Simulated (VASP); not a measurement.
The system is Hf3SnS4.

```
Hf Sn S
1.0
     4.16655    0.00000    0.00000
     0.00000    4.16655    0.00000
     0.00000    0.00000   10.65092
Hf Sn S
3 1 4
Direct
  0.50000 0.50000 0.71893
  0.50000 0.50000 0.28107
  0.00000 0.00000 0.00000
  0.00000 0.00000 0.50000
  0.50000 0.00000 0.84622
  0.00000 0.50000 0.84622
  0.50000 0.00000 0.15378
  0.00000 0.50000 0.15378
```

The cell was built by a generator and needn't be a form met in nature.

* Program: VASP 6.6.1
* Task: relaxation of cell and atoms
* Functional: PBE
* Potentials or basis: VASP PAW PBE potentials, release 64 (Hf_pv, Sn_d, S)
* Cutoff: 520 eV
* k mesh: 4 × 4 × 2
* Occupations: gaussian, width 0.15 eV
* Spin: no spin polarisation

At the start: pressure 0.9 GPa; volume 23.11 Å³/atom.

Problem. How do energy, volume and symmetry change on relaxing?

Solution. Over 17 steps the energy falls by 183.5 meV/atom and the volume is 21.21 Å³/atom (-8.2 %); space group P4/mmm (No. 123, to 0.05 Å).

The path:
```csv
step,energy change (eV),largest force (eV/Å),pressure (GPa),volume (Å³)
1,0.0000,1.5523,0.93,184.90
2,-0.5046,0.4787,-2.81,188.21
3,-0.5361,0.6603,-3.72,189.01
4,-0.8299,1.0220,1.51,175.38
5,-0.8387,1.1530,2.36,173.10
6,-1.0863,1.0994,2.31,170.32
7,-1.2073,0.6148,4.96,161.46
8,-1.2716,0.5625,3.39,165.08
9,-1.3954,0.2174,-2.12,173.70
10,-1.4006,0.2665,-1.57,172.16
11,-1.4002,0.2850,-1.04,171.77
12,-1.4005,0.2701,-1.10,171.95
13,-1.4493,0.1550,-0.50,170.48
14,-1.4604,0.2560,0.34,168.90
15,-1.4621,0.2358,0.19,169.32
16,-1.4678,0.0842,-0.15,169.58
17,-1.4677,0.0646,-0.28,169.66
```

Final structure:
```yaml
crystal:
  lattice:
    - [4.31956, 0.00000, 0.00000]
    - [0.00000, 4.31956, 0.00000]
    - [0.00000, 0.00000, 9.09296]
  atoms:
    - { symbol: Hf, position: [0.50000, 0.50000, 0.67646] }
    - { symbol: Hf, position: [0.50000, 0.50000, 0.32354] }
    - { symbol: Hf, position: [0.00000, 0.00000, 0.00000] }
    - { symbol: Sn, position: [0.00000, 0.00000, 0.50000] }
    - { symbol: S, position: [0.50000, 0.00000, 0.82669] }
    - { symbol: S, position: [0.00000, 0.50000, 0.82669] }
    - { symbol: S, position: [0.50000, 0.00000, 0.17331] }
    - { symbol: S, position: [0.00000, 0.50000, 0.17331] }
```

Caveat: the k mesh is coarse (spacing up to 0.38 Å⁻¹), so the values aren't converged.
